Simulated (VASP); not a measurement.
A run of VASP 6.6.1 is set up as follows.

File INCAR:

```
SYSTEM = TePb
ALGO = Normal ; EDIFF = 1E-6
EDIFFG = -0.002 ; ENCUT = 600
GGA = PE ; IBRION = 2
ISIF = 3 ; ISMEAR = 0
LASPH = .True. ; LCHARG = .False.
LREAL = .False. ; LWAVE = .False.
NELM = 100 ; NSW = 100
PREC = Accurate ; SIGMA = 0.02
```

Contents of KPOINTS:

```
k-points
0
Gamma
  8 8 8
  0 0 0
```

The input POSCAR:

```
TePb
1.0
    0.0000000000      3.2310000000      3.2310000000
    3.2310000000      0.0000000000      3.2310000000
    3.2310000000      3.2310000000      0.0000000000
Te Pb
1 1
Direct
    0.5000000000      0.5000000000      0.5000000000
    0.0000000000      0.0000000000      0.0000000000
```

Potentials or basis: VASP PAW PBE potentials, release 64 (Te, Pb_d).

Run with:

```console
$ cat potpaw_PBE.64/Te/POTCAR potpaw_PBE.64/Pb_d/POTCAR > POTCAR
$ mpirun -np 1 vasp_std > vasp.out
```

Q: Estimate the band gap on the k mesh.

A: 0.83 eV, direct.

Q: Predict the space group after relaxing (to 0.05 Å).

A: Fm-3m (No. 225).

Q: What does it give for the relaxed cell?

A: a = 4.644 Å, b = 4.644 Å, c = 4.644 Å, α = 60.00°, β = 60.00°, γ = 60.00°.

Q: Estimate the relaxed volume.

A: 35.42 Å³/atom.

Step by step:
```
step  energy change (eV)  largest force (eV/Å)  pressure (GPa)  volume (Å³)
   1              0.0000                0.0000            2.10        67.46
   2             -0.0196                0.0000           -0.55        71.87
   3             -0.0214                0.0000            0.00        70.84
```

Caveat: spin-orbit coupling is left out, which as a rule narrows the gap of such compounds by several tenths of an eV. PBE usually gives volumes a little too large and moduli too small.
